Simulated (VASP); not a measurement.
Consider the following.

```
CELL_PARAMETERS angstrom
      0.00000     2.63226     2.63226
      2.63226     0.00000     2.63226
      2.63226     2.63226     0.00000
ATOMIC_POSITIONS crystal
  Zn 0.00000 0.00000 0.00000
  S  0.25000 0.25000 0.25000
```

These are AM05 GGA, VASP's PBE PAW potentials (set 64) (plane waves; VASP) values and carry that method's errors. Numerical set-up: 520 eV cut-off, 9×9×9 Γ-centred mesh, Gaussian smearing of 0.050 eV, potentials Zn S.

**Question.** The job: ZnS (zinc blende), 2 atoms, AM05, static run, 520 eV, 9×9×9 Γ-centred mesh. Roughly how much core time does it take on a busy server core?

**Answer.** About 10 core-seconds (one run on a shared machine, a rough figure). It had 35 irreducible k-points, 13 bands, up to 1002 plane waves and 14 electronic steps.

The compound is ZnS in the zinc blende structure. This cell is one point of a volume scan, at 0.94 of the reference volume.
